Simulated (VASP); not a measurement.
A convergence study with VASP on BN (zinc blende): one setting is varied, all else stays as given below, so the limit is that of these other settings.

```
CELL_PARAMETERS angstrom
      0.00000     1.80750     1.80750
      1.80750     0.00000     1.80750
      1.80750     1.80750     0.00000
ATOMIC_POSITIONS crystal
  B  0.00000 0.00000 0.00000
  N  0.25000 0.25000 0.25000
```

Calculation: PBE GGA, VASP's PBE PAW potentials (set 64) (plane waves; VASP 6.6.1). The tightest run used: 700 eV cut-off, 18×18×18 Monkhorst-Pack mesh, Gaussian smearing of 0.050 eV, potentials B N.

Question: The settings run are 1×1×1 mesh; 2×2×2 mesh; 3×3×3 mesh; 4×4×4 mesh; 5×5×5 mesh; 6×6×6 mesh; 7×7×7 mesh; 8×8×8 mesh; 9×9×9 mesh; 10×10×10 mesh; 11×11×11 mesh; 12×12×12 mesh; 13×13×13 mesh; 14×14×14 mesh; 15×15×15 mesh; 16×16×16 mesh; 17×17×17 mesh; 18×18×18 mesh. From which on does the stress (every component) stay within 0.2 GPa of the tightest run?

Answer: From 4×4×4 mesh on: it is off by 0.00 there and by no more than 0.2 in any finer run, while 3×3×3 mesh is off by 3.43.
```tsv
setting	E (eV/atom)	pressure (GPa)	irreducible k-points	difference judged (GPa)
1×1×1 mesh	3.8034	262.71	1	259.68
2×2×2 mesh	-8.6955	3.32	2	0.28
3×3×3 mesh	-8.5419	6.46	4	3.43
4×4×4 mesh	-8.7286	3.04	10	0.00
5×5×5 mesh	-8.7203	3.19	10	0.16
6×6×6 mesh	-8.7286	3.03	28	0.00
7×7×7 mesh	-8.7281	3.05	20	0.01
8×8×8 mesh	-8.7286	3.03	60	0.00
9×9×9 mesh	-8.7286	3.03	35	0.00
10×10×10 mesh	-8.7286	3.03	110	0.00
11×11×11 mesh	-8.7286	3.03	56	0.00
12×12×12 mesh	-8.7286	3.03	182	0.00
13×13×13 mesh	-8.7286	3.03	84	0.00
14×14×14 mesh	-8.7286	3.04	280	0.00
15×15×15 mesh	-8.7286	3.03	120	0.00
16×16×16 mesh	-8.7286	3.04	408	0.00
17×17×17 mesh	-8.7286	3.03	165	0.00
18×18×18 mesh	-8.7286	3.03	570	0.00
```

Left out are rungs that failed or repeat a setting and relaxations that didn't move; long series are thinned to 24 rows.

The compound is BN in the zinc blende structure. The cell was not relaxed at this level.
